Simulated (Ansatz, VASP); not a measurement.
## WS2 in two plane-wave programs

Wanted: the spread between two codes on one cell, functional and k mesh. The structure shown is the start of the Ansatz relaxation below; VASP solves that cell, so the two are compared at the walk's first step.

Calculated with Ansatz 0.2.0; plane waves, with VASP 6.6.1 beside it; single point at PBEsol.

## 1. Starting point

The cell holds 3 atoms: 1 W and 2 S. Its edges and angles: a = 3.272 Å, b = 3.178 Å, c = 30.000 Å, α = 90.0°, β = 90.0°, γ = 121.0°. Vacuum lies along c.

Coordinates:

```cif
data_structure
_symmetry_space_group_name_H-M 'P 1'
_symmetry_Int_Tables_number 1
_cell_length_a 3.2717
_cell_length_b 3.1778
_cell_length_c 30.0000
_cell_angle_alpha 90.000
_cell_angle_beta 90.000
_cell_angle_gamma 120.982
_cell_volume 267.40
loop_
_atom_site_label
_atom_site_type_symbol
_atom_site_fract_x
_atom_site_fract_y
_atom_site_fract_z
_atom_site_occupancy
W1 W 0.33211 0.66422 0.33333 1
S2 S 0.66728 0.33456 0.38499 1
S3 S 0.66728 0.33456 0.28168 1
```

## 2. Ansatz: relaxation, PBEsol

Ansatz runs on its PAW soft_1 files.

The two programs are compared at the cell with which this relaxation starts, whose forces are those of its first step.

The input, input.yaml:

```yaml
crystal:
  lattice:
    - [3.2716805735, 0.0, 0.0]
    - [-1.6358402867, 2.7243831631, 0.0]
    - [0.0, 0.0, 30.0]
  atoms:
    - { symbol: W, position: [0.3321088567, 0.6642177132, 0.3333333333] }
    - { symbol: S, position: [0.667278905, 0.3345578099, 0.3849914168] }
    - { symbol: S, position: [0.667278905, 0.3345578099, 0.2816752498] }
  periodic: [true, true, false]
kpoints:
  mp_grid: { grid: [12, 12, 1] }
hamiltonian:
  xc: pbesol
  pseudopotentials: { kind: paw, azcp: { folder: soft_1 }, xc_functional: pbe }
scf:
  occupations: { method: fixed }
output:
  forces: true
  stress: true
  eigenvalues: true
relax:
  adjacent_minimum: "off"
  f_tol: 0.001
  max_steps: 60
```

Run with:

```sh
ansatz run input.yaml --threads 4 --pin off --max-ram 16384MiB --backend cpu --events-out ev --progress --plain --runs-dir out
```

Numbers of over 12 decimals in the logs are rounded to 6 here.

What it wrote:

```text
Warning: output.stress: scf.convergence.dr2_threshold = 1e-9 eV (the default of a walk held to its f_tol) is looser than the 3e-10 eV advised for a printed stress (1e-10 eV for each atom of the cell: 3). What an SCF threshold leaves in a stress goes as its square root, and in the free energy as the threshold itself, and one threshold admits the most on a small cell: [figures from the program's tests cut] Every solve  [...]
Engine: ansatz 0.2.0, aarch64-unknown-linux-gnu
Pseudopotentials: kind: paw
Pseudopotential: W, paw, valence charge 14, recommended cutoff 420 eV (normal), soft_1/W.paw.azcp
Pseudopotential: S, paw, valence charge 6, recommended cutoff 420 eV (normal), soft_1/S.paw.azcp
Functional definition: PBEsol
  exchange = pbesol_x
  correlation = pbesol_c
Crystal: 3 atoms, lattice volume = 267.399 Å³
Basis set: ecut = 420 eV, 5265 PW (Γ), exchange–correlation on 48×48×432 points (8 copies of the dense FFT grid, shifted against one another)
Bands: 17, of which v1, the nominal top of the filled ones, is band 13 counted from 1 (12 counted from 0)
Symmetry: 4 space group operations
Space group: Amm2 (ITA 38), of the structure as read, at distance tolerance 6.4e-5 Å
k-points: 43 of 144 (time reversal used)
Non-local potential: W, projectors of the file, l = 0: 3, l = 1: 2, l = 2: 2, l = 3: 1
Non-local potential: S, projectors of the file, l = 0: 2, l = 1: 2, l = 2: 1
PAW form: soft (Blöchl's): semilocal exchange-correlation on the pseudo side does not see the compensation charge
PAW frozen core: W, regenerated for the run's functional, and the local potential with it (the file was generated under x = pbe(κ = 0.804, μ = 0.219515), c = pbe(β = 0.066725))
PAW frozen core: S, regenerated for the run's functional, and the local potential with it (the file was generated under x = pbe(κ = 0.804, μ = 0.219515), c = pbe(β = 0.066725))
PAW one-centre angular grid: W, 590 points (default); XC on 64 Gauss nodes
PAW one-centre angular grid: S, 110 points (default); XC on 64 Gauss nodes
Initial density: superposition of atomic densities (neutral atoms: chi_scale 0, normalization atom)
Initial wavefunctions: pseudopotential atomic-orbital guess
Functional: x = pbesol(κ = 0.804, μ = 0.123457), c = pbesol(β = 0.046)
SCF iter   1: F=—  HF=-12030.432624 eV  |F-HF|=—  |Δ(HF+E_count)|=         —  Δρ=2.06e-2  dr2=1.26e0  ethr=3.10e-3  ⟨swp⟩=7.8  Hψ=5314  notcnv=0  defer=68
preconditioner: auto → none  [insulator: Δε(μ)=1.438 eV  Ē_g=8.968 eV  n_scr=16 (ndim 8)  ℏωp=9.6 eV  f_vac=0.761  ε∞_Penn≈2.2]
SCF iter   2: F=—  HF=-12030.051290 eV  |F-HF|=—  |Δ(HF+E_count)|=   3.81e-1  Δρ=8.86e-3  dr2=1.95e-1  ethr=3.10e-3  ⟨swp⟩=4.2  Hψ=2229  notcnv=0  defer=79
SCF iter   3: F=—  HF=-12030.058676 eV  |F-HF|=—  |Δ(HF+E_count)|=   7.39e-3  Δρ=6.62e-3  dr2=2.95e-1  ethr=7.49e-4  ⟨swp⟩=4.2  Hψ=1725  notcnv=0  defer=83
SCF iter   4: F=—  HF=-12030.012988 eV  |F-HF|=—  |Δ(HF+E_count)|=   4.57e-2  Δρ=3.02e-3  dr2=2.28e-2  ethr=7.49e-4  ⟨swp⟩=4.0  Hψ=1541  notcnv=0  defer=83
SCF iter   5: F=—  HF=-12030.009929 eV  |F-HF|=—  |Δ(HF+E_count)|=   3.06e-3  Δρ=6.31e-4  dr2=1.71e-3  ethr=8.75e-5  ⟨swp⟩=3.0  Hψ=1427  notcnv=0  defer=86
SCF iter   6: F=—  HF=-12030.009744 eV  |F-HF|=—  |Δ(HF+E_count)|=   1.84e-4  Δρ=1.36e-4  dr2=6.70e-5  ethr=6.57e-6  ⟨swp⟩=4.1  Hψ=1636  notcnv=0  defer=86
SCF iter   7: F=—  HF=-12030.009733 eV  |F-HF|=—  |Δ(HF+E_count)|=   1.11e-5  Δρ=3.30e-5  dr2=3.28e-6  ethr=2.58e-7  ⟨swp⟩=3.3  Hψ=1502  notcnv=0  defer=86
SCF iter   8: F=—  HF=-12030.009733 eV  |F-HF|=—  |Δ(HF+E_count)|=   1.25e-7  Δρ=8.90e-6  dr2=5.38e-7  ethr=1.26e-8  ⟨swp⟩=3.2  Hψ=1484  notcnv=0  defer=86
SCF iter   9: F=-12030.009733 eV  HF=-12030.009733 eV  |F-HF|=4.00e-9  |Δ(HF+E_count)|=   7.19e-8  Δρ=1.29e-6  dr2=5.67e-9  ethr=3.85e-10  ⟨swp⟩=18.8  Hψ=7538  notcnv=0
SCF 1 converged in 9 iterations: F = -12030.009733 eV  dr2 = 5.67e-9
  greatest PAW one-centre occupation: 0.999 electrons in one spin orbital (limit 2), on the W atom at site 0 (counted from 0), in its partial waves of l = 0
relax step   1: F+E_penalty+E_count = -12030.00973300 eV  Δ(F+E_penalty+E_count) = +0.000e0 eV  max|allowed force component| = 1.103e-1 eV/Å  Δτ_max = 0.0000 Å  (9 SCF iters, dr2 threshold 1.00e-7 eV, accepted)
[...]
relax step   2: F+E_penalty+E_count = -12030.01022817 eV  Δ(F+E_penalty+E_count) = -4.952e-4 eV  max|allowed force component| = 6.850e-2 eV/Å  Δτ_max = 0.0091 Å  (5 SCF iters, dr2 threshold 7.60e-7 eV, accepted)
[...]
relax step   3: F+E_penalty+E_count = -12030.01046568 eV  Δ(F+E_penalty+E_count) = -2.375e-4 eV  max|allowed force component| = 3.686e-3 eV/Å  Δτ_max = 0.0034 Å  (5 SCF iters, dr2 threshold 2.93e-7 eV, accepted)
[...]
relax step   4: F+E_penalty+E_count = -12030.01046597 eV  Δ(F+E_penalty+E_count) = -2.861e-7 eV  max|allowed force component| = 1.533e-3 eV/Å  Δτ_max = 0.0002 Å  (5 SCF iters, accepted)
[...]
relax step   5: F+E_penalty+E_count = -12030.01046605 eV  Δ(F+E_penalty+E_count) = -7.694e-8 eV  max|allowed force component| = 1.088e-5 eV/Å  Δτ_max = 0.0000 Å  (4 SCF iters, accepted)
SCF converged after 4 iterations
Free energy (F): -12030.010466 eV
Harris-Foulkes:  -12030.010466 eV  (|F-HF|=2.91e-11)
Internal energy: -12030.010466 eV  (E = F + TS)
E sigma→0 (E₀):  -12030.010466 eV
Fermi energy:    -5.694512 eV
--- Per-component energies (eV) ---
  E_band       = -624.350873
  E_kinetic    = 632.803529
  E_local      = -43286.758828  (includes V_loc(G=0)·N_el)
  E_nonlocal   = 46.740903
  E_hartree    = 21281.210537
  E_xc         = -441.847293
  E_vxc        = -396.185716  (∫ρ·V_xc dr)
  E_paw        = -9635.564492  (= ΣΔE_a)
  E_vpaw       = -183.371717  (= ΣTr[D̂ρ^β])
  E_aug_tail   = 0.000154  (compensation charges beyond the density's cutoff)
  E_ewald      = 19373.059267
  E_core_change = 0.345757  (= ΣΔE_core)
  E_smearing   = -0.000000  (= −TS)
  E_closure    = -0.000000  (closes the sum)
  Σ components = -12030.010466   (vs F -12030.010466, Δ=0.00e0)
--- Forces (eV/Å), atoms counted from 1 ---
  atom   1  W     -0.00000000    -0.00001062     0.00000000
  atom   2  S      0.00000000     0.00000571    -0.00000407
  atom   3  S      0.00000000     0.00000571     0.00000407
  max |Σ_I F_I| component: 7.93e-7 eV/Å
--- 2D stress c σ (N/m, compression-positive) ---
       -5.278764       0.000000       0.000000
        0.000000      -1.306025       0.000000
        0.000000       0.000000       0.000000
  P = ½ c Tr σ = -3.2924 N/m
--- Band table (eV; the first three rows and the last of 43) ---
  k-point 0: bands = [... 9 lower, -7.7709, -7.6652, -7.3943, -5.6945, -3.0699, -2.9161, -2.8585, -2.5369]
  k-point 1: bands = [... 9 lower, -8.2144, -7.8590, -7.1265, -5.7536, -3.0274, -3.0092, -2.8361, -2.8061]
  k-point 2: bands = [... 9 lower, -8.5757, -8.3074, -7.0713, -6.0174, -3.2631, -3.2208, -3.0650, -2.3032]
  k-point 42: bands = [... 9 lower, -9.2227, -9.2104, -7.6509, -6.3127, -3.4939, -2.8524, -2.2702, -0.6923]
--- Relaxed structure (5 steps of the walk, 5 accepted, 0 SCFs on fresh bases) ---
  F+E_penalty+E_count = -12030.01046605 eV   max|allowed force component| = 1.088e-5 eV/Å
  cell:  # Å, volume = 267.3993 Å³
    - [3.2716805735, -3.0022337451650995e-11, 0.0]
    - [-1.635840286725, 2.724383, 0.0]
    - [0.0, 0.0, 30.0]
  atoms:
    - { symbol: W, position: [0.331699, 0.663398, 0.333333] }
    - { symbol: S, position: [0.667484, 0.334968, 0.384804] }
    - { symbol: S, position: [0.667484, 0.334968, 0.281863] }
```

Reading the cycles: dr2 is the Hartree energy of the density residual (eV), the measure of convergence; HF is the Harris–Foulkes estimate of the energy, which meets the free energy F at convergence.

## 3. VASP: single point, PBEsol, start cell, pair 1

The same cell, functional and mesh now go to VASP, with its own data sets.

Lines of VASP's logs that name or quote its potential files are left out, and so is its time.

The input, INCAR:

```
SYSTEM = WS2
PREC = Accurate
ENCUT = 520
EDIFF = 1E-06
NELM = 120
ISMEAR = 0
SIGMA = 0.01
LREAL = .FALSE.
ALGO = Normal
GGA = PS
NBANDS = 15
LASPH = .TRUE.
LORBIT = 11
LWAVE = .FALSE.
LCHARG = .FALSE.
ISIF = 2
LDIPOL = .TRUE.
IDIPOL = 3
DIPOL = 0.5 0.5 0.333
LVHAR = .TRUE.
GGA_COMPAT = .FALSE.
EFERMI = MIDGAP
NELMDL = -8
KPAR = 2
```

The input, POSCAR:

```
WS2
1.0
    3.2716805735      0.0000000000      0.0000000000
   -1.6358402867      2.7243831631      0.0000000000
    0.0000000000      0.0000000000     30.0000000000
W S
1 2
Direct
    0.3321089384      0.6642178767      0.3333333333
    0.6672789666      0.3345579331      0.3849914333
    0.6672789666      0.3345579331      0.2816752333
```

The input, KPOINTS:

```
Automatic mesh
0
Gamma
12 12 1
0 0 0
```

The projector-augmented-wave data sets are W and S (PBE family, release 64).

Run with:

```sh
mpirun -np 2 vasp_std
```

What it wrote:

```text
[banner, memory and clock lines left out]
running    2 mpi-ranks, on    1 nodes
 distrk:  each k-point on    1 cores,    2 groups
 distr:  one band on    1 cores,    1 groups

 POSCAR found type information on POSCAR W S
 POSCAR found :  2 types and       3 ions
|                                                                             |
|               ----> ADVICE to this user running VASP <----                  |
|                                                                             |
|     You enforced a specific xc type in the INCAR file but a different       |
|     [... a line on the potential file left out ...]
|     I HOPE YOU KNOW WHAT YOU ARE DOING!                                     |
|                                                                             |

 LDA part: xc-table for (Slater+PW92), standard interpolation
 POSCAR, INCAR and KPOINTS ok, starting setup
 FFT: planning ... GRIDC
 FFT: planning ... GRID_SOFT
 FFT: planning ... GRID
 WAVECAR not read
 entering main loop
       N       E                     dE             d eps       ncg     rms          rms(c)
DAV:   1     0.138321013047E+03    0.13832E+03   -0.56975E+03  1290   0.847E+02
DAV:   2    -0.829916324371E+01   -0.14662E+03   -0.13538E+03  2223   0.159E+02
DAV:   3    -0.262974006388E+02   -0.17998E+02   -0.17870E+02  1843   0.719E+01
DAV:   4    -0.266578664135E+02   -0.36047E+00   -0.35889E+00  1734   0.128E+01
DAV:   5    -0.266669701059E+02   -0.91037E-02   -0.91005E-02  1748   0.195E+00
DAV:   6    -0.266673479083E+02   -0.37780E-03   -0.37777E-03  1824   0.404E-01
DAV:   7    -0.266673620400E+02   -0.14132E-04   -0.14132E-04  1834   0.727E-02
DAV:   8    -0.266673627939E+02   -0.75385E-06   -0.75383E-06  1719   0.159E-02    0.276E+01
DAV:   9    -0.254623208694E+02    0.12050E+01   -0.33167E+00  1935   0.130E+01    0.119E+01
DAV:  10    -0.253187978728E+02    0.14352E+00   -0.10282E+00  1682   0.812E+00    0.590E+00
DAV:  11    -0.252462027892E+02    0.72595E-01   -0.14905E-01  1689   0.329E+00    0.900E-01
DAV:  12    -0.252448278921E+02    0.13749E-02   -0.26713E-02  1843   0.112E+00    0.427E-01
DAV:  13    -0.252432792050E+02    0.15487E-02   -0.60518E-03  1773   0.558E-01    0.165E-01
DAV:  14    -0.252432096193E+02    0.69586E-04   -0.50675E-04  1759   0.183E-01    0.613E-02
[...]
DAV:  19    -0.252434274695E+02   -0.84327E-04   -0.54382E-06  1528   0.114E-02    0.705E-03
DAV:  20    -0.252434361320E+02   -0.86625E-05   -0.30160E-07  1492   0.309E-03    0.175E-03
DAV:  21    -0.252434554788E+02   -0.19347E-04   -0.42361E-07  1205   0.239E-03    0.176E-03
DAV:  22    -0.252434643438E+02   -0.88650E-05   -0.64843E-07  1406   0.214E-03    0.369E-04
DAV:  23    -0.252434709588E+02   -0.66150E-05   -0.14294E-07  1338   0.129E-03    0.307E-04
DAV:  24    -0.252434749126E+02   -0.39538E-05   -0.13724E-07  1317   0.938E-04    0.188E-04
DAV:  25    -0.252434765014E+02   -0.15888E-05   -0.31912E-08  1380   0.532E-04    0.245E-04
DAV:  26    -0.252434772740E+02   -0.77259E-06   -0.11104E-08  1282   0.328E-04
   1 F= -.25243477E+02 E0= -.25243477E+02  d E =0.000000E+00
```

From OUTCAR (step 3):

```text
ion  position               nearest neighbor table
   1  0.332  0.664  0.333-   3 2.40   2 2.40   3 2.43   2 2.43   3 2.43   2 2.43
   2  0.667  0.335  0.385-   1 2.40   1 2.43   1 2.43
   3  0.667  0.335  0.282-   1 2.40   1 2.43   1 2.43

  LATTYP: Found a base centered orthorhombic cell.
 ALAT       =     3.2716805735
 B/A-ratio  =     1.6654334688
 C/A-ratio  =     9.1695993316

 Subroutine GETGRP returns: Found  4 space group operations
 (whereof  2 operations were pure point group operations)

The static configuration has the point symmetry C_1h.
 The point group associated with its full space group is C_2v.

 Found     43 irreducible k-points:

   k-points           NKPTS =     43   k-points in BZ     NKDIM =     43   number of bands    NBANDS=     15

   dimension x,y,z NGX =    24 NGY =   24 NGZ =  224
   dimension x,y,z NGXF=    48 NGYF=   48 NGZF=  448

   ENCUT  =  520.0 eV  38.22 Ry    6.18 a.u.   6.08  5.91 55.78*2*pi/ulx,y,z

   NELECT =      18.0000    total number of electrons

 k-points in reciprocal lattice and weights: Automatic mesh
   0.00000000  0.00000000  0.00000000       0.007
   0.08333333  0.00000000  0.00000000       0.028
   0.16666667  0.00000000  0.00000000       0.028
   0.25000000  0.00000000  0.00000000       0.028
   0.33333333  0.00000000  0.00000000       0.028
   0.41666667  0.00000000  0.00000000       0.028
   0.50000000  0.00000000  0.00000000       0.014
   0.00000000  0.08333333  0.00000000       0.014
   0.08333333  0.08333333  0.00000000       0.028
[...]
0.16666667  0.41666667  0.00000000       0.014
   0.00000000  0.50000000  0.00000000       0.007

 dipolmoment           0.000000      0.000000      0.000002 electrons x Angstroem

 average (electrostatic) potential at core
       1 -48.8812       2 -94.9033       3 -94.9033

 E-fermi :  -2.6369

 k-point     1 :       0.0000    0.0000    0.0000
  band No.  band energies     occupation
    ...
      5      -6.2261      2.00000
      6      -5.4771      2.00000
      7      -5.3093      2.00000
      8      -5.0679      2.00000
      9      -3.4274      2.00000
     10      -0.7750      0.00000
     11      -0.6166      0.00000
     12      -0.5312      0.00000
     13      -0.2543      0.00000
     14       1.4676      0.00000
    ...

 k-point     2 :       0.0833    0.0000    0.0000
  band No.  band energies     occupation
    ...
      5      -6.1863      2.00000
      6      -5.9835      2.00000
      7      -5.3112      2.00000
      8      -4.9163      2.00000
      9      -3.5072      2.00000
     10      -0.8301      0.00000
     11      -0.8063      0.00000
     12      -0.3996      0.00000
     13      -0.3777      0.00000
     14       1.8367      0.00000
    ...

 k-point     3 :       0.1667    0.0000    0.0000
  band No.  band energies     occupation
    ...
      5      -6.6518      2.00000
      6      -5.9245      2.00000
      7      -5.6945      2.00000
      8      -4.8582      2.00000
      9      -3.8221      2.00000
     10      -1.1393      0.00000
     11      -0.7547      0.00000
     12      -0.6628      0.00000
     13       0.0893      0.00000
     14       2.3830      0.00000
    ...

  Total       -3.2675285     -0.9967329     -0.4696839     -0.0000000      0.0000000      0.0000000
  in kB      -19.5780589     -5.9721271     -2.8142061     -0.0000000      0.0000000      0.0000000
  external PRESSURE =      -9.4547973 kB  Pullay stress =       0.0000000 kB

  energy-cutoff  :      520.00
  volume of cell :      267.40
      direct lattice vectors                 reciprocal lattice vectors
     3.271680573  0.000000000  0.000000000     0.305653311  0.183527782  0.000000000
    -1.635840287  2.724383163  0.000000000     0.000000000  0.367055565  0.000000000
     0.000000000  0.000000000 30.000000000     0.000000000  0.000000000  0.033333333

 POSITION                                       TOTAL-FORCE (eV/Angst)
 -----------------------------------------------------------------------------------
      0.00000      1.80958     10.00000        -0.000000     -0.068784      0.000000
      1.63584      0.91146     11.54974         0.000000      0.034392     -0.143486
      1.63584      0.91146      8.45026         0.000000      0.034392      0.143486
 -----------------------------------------------------------------------------------
    total drift:                               -0.000000      0.000142      0.000034

  FREE ENERGIE OF THE ION-ELECTRON SYSTEM (eV)
  ---------------------------------------------------
  free  energy   TOTEN  =       -25.2434772740 eV

  energy  without entropy=      -25.2434772740  energy(sigma->0) =      -25.24347727

 vacuum level on the upper side and lower side of the slab         2.279         2.279

 total charge
# of ion       s       p       d       tot
------------------------------------------
    1        0.557   0.695   4.248   5.499
    2        1.351   2.339   0.000   3.690
    3        1.351   2.339   0.000   3.690
--------------------------------------------------
tot          3.260   5.372   4.248  12.879

[... 3 further parts left out ...]
```

The run ends at a pressure of -0.95 GPa, with forces up to 0.15 eV/Å.

## 4. Differences

Known differences besides the potentials themselves: fixed occupations in Ansatz, narrow Gaussian smearing in VASP; Ansatz cuts the interaction across the vacuum, VASP repeats the sheet with a dipole correction; the data sets hold 26 valence electrons in Ansatz (on its PAW soft_1 files) and 18 in VASP; the cutoff is 420 eV in Ansatz and 520 eV in VASP; Ansatz makes its cores anew for this functional, VASP keeps those of its PBE data sets. Total energies have different zeros and are not compared.

Forces (eV/Å; atoms numbered as in POSCAR):

```tsv
atom	Ansatz x, y, z	VASP x, y, z
W1	0.000, -0.065, 0.000	0.000, -0.069, 0.000
S2	0.000, 0.033, -0.110	0.000, 0.034, -0.143
S3	0.000, 0.033, 0.110	0.000, 0.034, 0.143
```

The forces differ by 16 meV/Å r.m.s., which is 21.4 % of the r.m.s. force of 0.073 eV/Å (both taken over all components). With vacuum in the cell, a pressure given here is an average over mostly empty space and none of the material.

## 5. Further runs

Further runs change the set-up of one program: Ansatz's method, potentials or start, or VASP's data sets, cutoff or form of LDA. The table gives that difference for each run.

```tsv
run	r.m.s. force difference (meV/Å)
as above	16
VASP with the data sets W_sv and S and a cutoff of 400 eV	9.6
```

## 6. Ansatz: relaxation, PBEsol

The two programs are compared at the cell with which this relaxation starts, whose forces are those of its first step.

The structure compared here is the start of the Ansatz relaxation; VASP solves that cell, so the two are compared at the walk's first step.

input.yaml, the sections that differ from step 2:

```yaml
crystal:
  lattice:
    - [3.1458467052, 0.0, 0.0]
    - [-1.5729233526, 2.8333584895, 0.0]
    - [0.0, 0.0, 30.0]
  atoms:
    - { symbol: W, position: [0.3344240733, 0.6688481466, 0.3333333333] }
    - { symbol: S, position: [0.6661212967, 0.3322425933, 0.3849919613] }
    - { symbol: S, position: [0.6661212967, 0.3322425933, 0.2816747054] }
  periodic: [true, true, false]
# kpoints, hamiltonian, scf, output, relax: as in step 2
```

Run with:

```sh
ansatz run input.yaml --threads 4 --pin off --max-ram 16384MiB --backend cpu --events-out ev --progress --plain --runs-dir out
```

What it wrote:

```text
[...]
Crystal: 3 atoms, lattice volume = 267.399 Å³
Basis set: ecut = 420 eV, 5249 PW (Γ), exchange–correlation on 48×48×432 points (8 copies of the dense FFT grid, shifted against one another)
Bands: 17, of which v1, the nominal top of the filled ones, is band 13 counted from 1 (12 counted from 0)
Symmetry: 4 space group operations
[...]
--- Relaxed structure (5 steps of the walk, 5 accepted, 0 SCFs on fresh bases) ---
  F+E_penalty+E_count = -12030.00941636 eV   max|allowed force component| = 1.334e-5 eV/Å
  cell:  # Å, volume = 267.3993 Å³
    - [3.1458467052, 0.0, 0.0]
    - [-1.5729233526, 2.8333584895, 0.0]
    - [0.0, 0.0, 30.0]
  atoms:
    - { symbol: W, position: [0.334729, 0.669458, 0.333333] }
    - { symbol: S, position: [0.665969, 0.331937, 0.384805] }
    - { symbol: S, position: [0.665969, 0.331937, 0.281862] }
[key lines of the parts left out:]
SCF converged after 4 iterations
Free energy (F): -12030.009416 eV
Fermi energy:    -5.696581 eV
P = ½ c Tr σ = -3.2854 N/m
```

(Continued in part 2 of 2.)

[Lines on the potential files, build, host, timing and source positions are cut from VASP's logs without a mark.]

[Logs are printed without paths, hosts, clocks, repeated set-up lines and the standing remarks that a program may print on its own settings, such as how far it seeks lower states.]

[Hosts, paths, dates, database ids (printed as entryN), source tags and the programs' standing remarks are cut or masked in the printed files.]
